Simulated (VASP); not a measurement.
Here is the system:

```
Si
1.0
    0.00000     2.71583     2.71583
    2.71583     0.00000     2.71583
    2.71583     2.71583     0.00000
Si
2
Direct
  0.00000   0.00000   0.00000
  0.25000   0.25000   0.25000
```

These are PBE0 hybrid, VASP's PBE PAW potentials (set 64) (plane waves; VASP) values and carry that method's errors. Run with 520 eV cut-off, 6×6×6 Γ-centred mesh, Gaussian smearing of 0.050 eV, potentials Si.

Question: Give the energy at these volumes per atom, relative to the lowest: 18.60, 19.22, 19.83, 20.44, 21.06 Å³.

Answer: 35.5, 10.5, 0.0, 1.9, 14.4 meV/atom. A third-order Birch-Murnaghan fit gives B0 = 100 GPa and B0′ = 4.1.

Measured: bulk modulus 101 GPa at 0 K (computed value off by -0.7 %), as given by Jianwei Sun et al., Physical Review B (2011), doi:10.1103/physrevb.84.035117 [0 K value with zero-point phonon effects removed]; a 5.421 Å at 0 K (computed value off by +0.2 %), as given by Daniel Mejia-Rodriguez et al., Physical Review B (2018), arXiv:1807.09216 [static lattice: zero-point anharmonic expansion removed].

The compound is Si in the diamond structure. It was relaxed first. The cell's shape comes from a PBE relaxation.
